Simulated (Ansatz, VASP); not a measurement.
# SiO2 (Stishovite): VASP beside Ansatz, part 2 of 2

One calculation is typed for both programs; each brings its own data sets. How far apart do they land? The cell is taken from a series of runs on this material, whose earlier steps may have relaxed, scaled, displaced or heated it; both programs get it as it stands.

VASP 6.6.1 and Ansatz 0.2.0.

So far. Step 2 (VASP: single point, HSE06): The run ends at a pressure of 7.60 GPa, with forces up to 0.14 eV/Å.

## Step 3: Ansatz: single point, HSE06

Level of this step: Ansatz beside VASP: Kohn-Sham DFT, plane waves, HSE06 (Ansatz).

Ansatz runs on its PAW soft_1 files.

The same cell, functional and mesh now go to Ansatz, which takes its cutoff from its data sets.

Input file input.yaml:

```yaml
crystal:
  lattice:
    - [4.1773, 0.0, 0.0]
    - [0.0, 4.1773, 0.0]
    - [0.0, 0.0, 2.611896]
  atoms:
    - { symbol: Si, position: [0.0, 0.0, 0.0] }
    - { symbol: Si, position: [0.5, 0.5, 0.5] }
    - { symbol: O, position: [0.3052907129, 0.3052907129, 0.0] }
    - { symbol: O, position: [0.1947092871, 0.8052907129, 0.5] }
    - { symbol: O, position: [0.6947092871, 0.6947092871, 0.0] }
    - { symbol: O, position: [0.8052907129, 0.1947092871, 0.5] }
kpoints:
  mp_grid: { grid: [4, 4, 6] }
  band_path:
    path:
      - [0.0, 0.0, 0.0]
      - [0.0, 0.5, 0.0]
      - [0.5, 0.5, 0.0]
      - [0.0, 0.0, 0.5]
      - [0.0, 0.5, 0.5]
      - [0.5, 0.5, 0.5]
    npoints: 1
hamiltonian:
  xc: hse06
  pseudopotentials: { kind: paw, azcp: { folder: soft_1 } }
scf:
  occupations: { method: fixed }
  n_extra_bands: 6
output:
  eigenvalues: true
  write_density: true
  write_potential: true
  elf: true
  volumetric_format: npy
```

The run is started by

```bash
$ ansatz run input.yaml --threads 3 --pin off --max-ram 92160MiB --backend cuda --events-out ev --progress --plain --runs-dir out --devices 1 --max-vram 13GiB
```

Numbers of over 12 decimals in the logs are rounded to 6 here.

Output:

```text
scf.n_extra_bands = 6 over 16 filled bands (N_el = 32.0): the run solves 22 bands
GPUs: using 1 of 1 available (devices: 1).
Engine: ansatz 0.2.0, x86_64-unknown-linux-gnu
Pseudopotentials: kind: paw
Pseudopotential: Si, paw, valence charge 4, recommended cutoff 420 eV (normal), soft_1/Si.paw.azcp
Pseudopotential: O, paw, valence charge 6, recommended cutoff 420 eV (normal), soft_1/O.paw.azcp
Functional definition: HSE06
  parameter a = 0.25
  parameter omega = 0.11/bohr
  exchange = pbe_x - a*pbe_x_sr(omega) + a*exact_x_sr(omega)
  correlation = pbe_c
davidson cushion auto → on  (no smearing: the cushion is to keep the highest requested band from converging to the state above it; pin scf.eigensolver.cushion to override)
device memory: the entry about to start is reckoned to put 0.6 GiB on a device that reports 47.8 GiB free (of which the cap on the GPU budget leaves the run 13.0 GiB)
GPU FFT provider: cuFFT
GPU libraries: cuBLAS 13.8.2, cuFFT 12.4.0, cuSOLVER 12.3.4
Crystal: 6 atoms, lattice volume = 45.577 Å³
Basis set: ecut = 420 eV, 881 PW (Γ)
Bands: 22, of which v1, the nominal top of the filled ones, is band 16 counted from 1 (15 counted from 0)
Symmetry: 16 space group operations
Space group: P42/mnm (ITA 136), of the structure as read, at distance tolerance 3.6e-5 Å
k-points: 24 of 96
Non-local potential: Si, projectors of the file, l = 0: 2, l = 1: 2, l = 2: 1
Non-local potential: O, projectors of the file, l = 0: 2, l = 1: 2, l = 2: 1
PAW form: soft (Blöchl's): semilocal exchange-correlation on the pseudo side does not see the compensation charge
PAW frozen core: Si, regenerated for the run's functional, and the local potential with it (the file was generated under x = pbe(κ = 0.804, μ = 0.219515), c = pbe(β = 0.066725))
PAW frozen core: O, regenerated for the run's functional, and the local potential with it (the file was generated under x = pbe(κ = 0.804, μ = 0.219515), c = pbe(β = 0.066725))
PAW one-centre angular grid: Si, 110 points (default); XC on 64 Gauss nodes
PAW one-centre angular grid: O, 110 points (default); XC on 96 Gauss nodes
Initial density: superposition of atomic densities (chi_scale 0.1, normalization cell, long waves kept (reshape's long-wave potential 0.00 eV rms))
Initial wavefunctions: pseudopotential atomic-orbital guess
GPU buffer pool allocated for 16200 grid points (all kernels)
GPU transforms: local potential and band sums: pruned to the plane-wave sphere, on 27×27×18
Functional: x = pbe(κ = 0.804, μ = 0.219515), c = pbe(β = 0.066725), warm-up for x = pbe(κ = 0.804, μ = 0.219515) + 0.25 (exact − pbe) at short range (hse, ω = 0.207870 Å⁻¹), c = pbe(β = 0.066725); HSE06 as pw.x's `hse` composes it (authors' and Libxc's form: `xc: wpbeh`)
SCF iter   1: F=—  HF=-3549.146418 eV  |F-HF|=—  |Δ(HF+E_count)|=         —  Δρ=1.54e-1  dr2=8.49e0  ethr=1.00e-1  ⟨swp⟩=5.3  Hψ=1923  notcnv=0
preconditioner: auto → none  [insulator: Δε(μ)=7.144 eV  Ē_g=20.067 eV  n_scr=10 (ndim 8)  ℏωp=31.1 eV  f_vac=0.000]
iter 2 solved again at ethr=2.07e-3 eV; its pass at ethr=2.65e-2 eV (dr2=6.62e-1 eV) is discarded
SCF iter   2: F=—  HF=-3546.975703 eV  |F-HF|=—  |Δ(HF+E_count)|=    2.17e0  Δρ=6.43e-2  dr2=6.69e-1  ethr=2.07e-3  ⟨swp⟩=3.1  Hψ=2710  notcnv=0  defer=1
SCF iter   3: F=—  HF=-3546.846158 eV  |F-HF|=—  |Δ(HF+E_count)|=   1.30e-1  Δρ=2.40e-2  dr2=8.74e-2  ethr=2.07e-3  ⟨swp⟩=3.0  Hψ=1231  notcnv=0
SCF iter   4: F=—  HF=-3546.882515 eV  |F-HF|=—  |Δ(HF+E_count)|=   3.64e-2  Δρ=3.09e-3  dr2=3.84e-3  ethr=2.73e-4  ⟨swp⟩=3.2  Hψ=1314  notcnv=0
SCF iter   5: F=-3546.881830 eV  HF=-3546.881831 eV  |F-HF|=9.00e-7  |Δ(HF+E_count)|=   6.84e-4  Δρ=2.00e-4  dr2=5.81e-6  ethr=1.20e-5  ⟨swp⟩=3.9  Hψ=1521  notcnv=0  defer=3
SCF 1 stopped early in 5 iterations: F = -3546.881830 eV  dr2 = 5.81e-6
  greatest PAW one-centre occupation: 0.860 electrons in one spin orbital (limit 2), on the O atom at site 4 (counted from 0), in its partial waves of l = 0
device memory: the entry about to start is reckoned to put 1.1 GiB on a device that reports 47.4 GiB free (of which the cap on the GPU budget leaves the run 13.0 GiB)
GPU FFT provider: cuFFT
GPU libraries: cuBLAS 13.8.2, cuFFT 12.4.0, cuSOLVER 12.3.4
Initial density: handed on by an earlier stage of this run
Initial wavefunctions: those handed on with the density
GPU buffer pool allocated for 16200 grid points (all kernels)
GPU transforms: local potential and band sums: pruned to the plane-wave sphere, on 27×27×18
Functional: x = pbe(κ = 0.804, μ = 0.219515) + 0.25 (exact − pbe) at short range (hse, ω = 0.207870 Å⁻¹), c = pbe(β = 0.066725); HSE06 as pw.x's `hse` composes it (authors' and Libxc's form: `xc: wpbeh`)
Exchange kernel: α = 0.2500, screened, ω = 0.2079 Å⁻¹, Wigner–Seitz truncation, v(0) = 1036.4512 eV·Å³, q-mesh 4×4×6, nearest image of the exchange supercell L = 15.67 Å, pair-density grid 30×30×18, without the augmentation charges, whose exchange is taken in its separable form by FFT convolution over the k-point mesh (the finest that the files' search goes to), smooth part of the exact exchange by density-matrix convolution in up to 1.14 GiB of GPU memory as planned if the GPU has room (build and FFT work areas not counted)
Frozen-core exchange: fock
SCF iter   1: F=—  HF=-3547.803501 eV  |F-HF|=—  |Δ(HF+E_count)|=         —  Δρ=9.21e-3  dr2=2.26e-2  ethr=1.82e-7  ⟨swp⟩=9.3  Hψ=3443  notcnv=0
preconditioner: auto → none  [insulator: Δε(μ)=8.214 eV  Ē_g=21.920 eV  n_scr=10 (ndim 8)  ℏωp=31.1 eV  f_vac=0.000]
SCF iter   2: F=—  HF=-3547.794497 eV  |F-HF|=—  |Δ(HF+E_count)|=   9.00e-3  Δρ=2.80e-3  dr2=3.70e-3  ethr=1.82e-7  ⟨swp⟩=5.5  Hψ=2330  notcnv=0
SCF iter   3: F=—  HF=-3547.802730 eV  |F-HF|=—  |Δ(HF+E_count)|=   8.23e-3  Δρ=7.78e-4  dr2=1.82e-4  ethr=1.82e-7  ⟨swp⟩=5.5  Hψ=2377  notcnv=0  defer=5
SCF iter   4: F=-3547.802693 eV  HF=-3547.802694 eV  |F-HF|=1.13e-6  |Δ(HF+E_count)|=   3.65e-5  Δρ=9.24e-5  dr2=8.62e-6  ethr=1.82e-7  ⟨swp⟩=3.8  Hψ=1599  notcnv=0
SCF 2 stopped early in 4 iterations: F = -3547.802693 eV  dr2 = 8.62e-6
  greatest PAW one-centre occupation: 0.864 electrons in one spin orbital (limit 2), on the O atom at site 5 (counted from 0), in its partial waves of l = 0
hybrid outer 1: dexx = +1.052e-2 eV, tail = 3.25e-5 eV
GPU FFT provider: cuFFT
GPU libraries: cuBLAS 13.8.2, cuFFT 12.4.0, cuSOLVER 12.3.4
GPU buffer pool allocated for 16200 grid points (all kernels)
GPU transforms: local potential and band sums: pruned to the plane-wave sphere, on 27×27×18
Exchange kernel: α = 0.2500, screened, ω = 0.2079 Å⁻¹, Wigner–Seitz truncation, v(0) = 1036.4512 eV·Å³, q-mesh 4×4×6, nearest image of the exchange supercell L = 15.67 Å, pair-density grid 30×30×18, without the augmentation charges, whose exchange is taken in its separable form by FFT convolution over the k-point mesh (the finest that the files' search goes to), smooth part of the exact exchange by density-matrix convolution in up to 1.14 GiB of GPU memory as planned if the GPU has room (build and FFT work areas not counted)
Frozen-core exchange: fock
SCF iter   1: F=—  HF=-3547.802862 eV  |F-HF|=—  |Δ(HF+E_count)|=         —  Δρ=1.59e-4  dr2=4.77e-6  ethr=5.07e-7  ⟨swp⟩=3.8  Hψ=1321  notcnv=0
preconditioner: auto → none  [insulator: Δε(μ)=8.184 eV  Ē_g=21.900 eV  n_scr=10 (ndim 8)  ℏωp=31.1 eV  f_vac=0.000]
iter 2 solved again at ethr=7.50e-10 eV; its pass at ethr=1.47e-8 eV (dr2=2.40e-7 eV) is discarded
SCF iter   2: F=—  HF=-3547.802860 eV  |F-HF|=—  |Δ(HF+E_count)|=   1.14e-6  Δρ=3.37e-5  dr2=3.23e-7  ethr=7.50e-10  ⟨swp⟩=2.4  Hψ=2845  notcnv=0
SCF iter   3: F=-3547.802860 eV  HF=-3547.802860 eV  |F-HF|=7.00e-9  |Δ(HF+E_count)|=   1.71e-8  Δρ=7.44e-6  dr2=8.75e-8  ethr=7.48e-10  ⟨swp⟩=2.8  Hψ=1209  notcnv=0
SCF 3 converged in 3 iterations: F = -3547.802860 eV  dr2 = 8.75e-8
hybrid outer 2: dexx = +9.940e-7 eV, tail = 1.82e-7 eV, Δε = 1.83e-3 eV (about 1.69e-4 eV left of the loop's levels)
device memory: the entry about to start is reckoned to put 0.3 GiB on a device that reports 47.3 GiB free (of which the cap on the GPU budget leaves the run 13.0 GiB)
NSCF: frozen V_eff on 6 k-points
hybrid SCF converged: 2 outer / 7 inner (+5 warm-up), last move |dexx| = 9.94e-7 eV, tail = 1.82e-7 eV
Stability not checked: this state was not tested for a lower state beside it, because the functional holds exact exchange (a hybrid, or Hartree-Fock), whose exchange loop this test does not read (fock_operator; see scf.lower_state_search)
Free energy (F): -3547.802861 eV
Frozen-core exchange: fock
Harris-Foulkes:  -3547.802861 eV  (|F-HF|=7.00e-9)
Internal energy: -3547.802861 eV  (E = F + TS)
E sigma→0 (E₀):  -3547.802861 eV
Fermi energy:    9.488402 eV
--- Per-component energies (eV) ---
  E_band       = 12.325320
  E_kinetic    = 796.257832
  E_local      = -1190.183400  (includes V_loc(G=0)·N_el)
  E_nonlocal   = 244.722027
  E_hartree    = 439.044400
  E_xc         = -327.302629
  E_vxc        = -376.738158  (∫ρ·V_xc dr)
  E_exx        = -93.207921  (= α·E_x^exact, valence–valence)
  E_paw        = -1666.265632  (= ΣΔE_a)
  E_vpaw       = -153.407880  (= ΣTr[D̂ρ^β])
  E_aug_tail   = 0.003183  (compensation charges beyond the density's cutoff)
  E_ewald      = -1750.645850
  E_core_change = -0.224872  (= ΣΔE_core)
  E_smearing   = -0.000000  (= −TS)
  E_closure    = 0.000000  (closes the sum)
  Σ components = -3547.802861   (vs F -3547.802861, Δ=0.00e0)
--- Band table (eV; the first three rows and the last of 24) ---
  k-point 0: bands = [... 12 lower, 7.1710, 8.6085, 8.6085, 9.4884, 17.6740, 18.6808, 20.5921, 20.5921, ... 2 higher]
  k-point 1: bands = [... 12 lower, 5.9169, 8.3102, 8.3102, 9.1334, 18.8096, 20.7112, 22.0270, 22.1808, ... 2 higher]
  k-point 2: bands = [... 12 lower, 4.3740, 7.3991, 7.3991, 7.9800, 19.9437, 22.7422, 22.7473, 24.5146, ... 2 higher]
  k-point 23: bands = [... 12 lower, 7.6011, 7.6011, 7.7557, 7.7557, 18.9883, 18.9883, 22.8222, 22.8222, ... 2 higher]
```

Reading the cycles: dr2 is the Hartree energy of the density residual (eV), the measure of convergence; HF is the Harris–Foulkes estimate of the energy, which meets the free energy F at convergence.

## Step 4: Comparison

Known differences besides the potentials themselves: exact exchange at q = 0 is treated differently, which shows on coarse meshes; VASP keeps PBE cores, Ansatz makes them for the functional; fixed occupations in Ansatz, narrow Gaussian smearing in VASP; the cutoff is 420 eV in Ansatz and 520 eV in VASP; VASP takes a coarser grid for exact exchange (PRECFOCK = Fast). Total energies have different zeros and are not compared.

Both answers:

| quantity | Ansatz | VASP | difference |
| --- | --- | --- | --- |
| gap on the k mesh (eV) | 8.186 | 8.165 | +0.021 |

A gap on the mesh is an upper bound, since the band edges may lie between its points.

## Step 5: Summary of results

```yaml
difference_in_gap_on_the_k_mesh_single_point_hse06: 0.021 eV
```

In words: The difference in gap on the k mesh is 0.021 eV (single point, HSE06), within the 0.08 eV picked in this series as the mark of a large difference. Such differences can come from data sets, numerical settings and the points named under the comparisons, not from the functional's error against experiment.

[Lines on the potential files, build, host, timing and source positions are cut from VASP's logs without a mark.]

[Logs are printed without paths, hosts, clocks, repeated set-up lines and the standing remarks that a program may print on its own settings, such as how far it seeks lower states.]

[Hosts, paths, dates, database ids (printed as entryN), source tags and the programs' standing remarks are cut or masked in the printed files.]
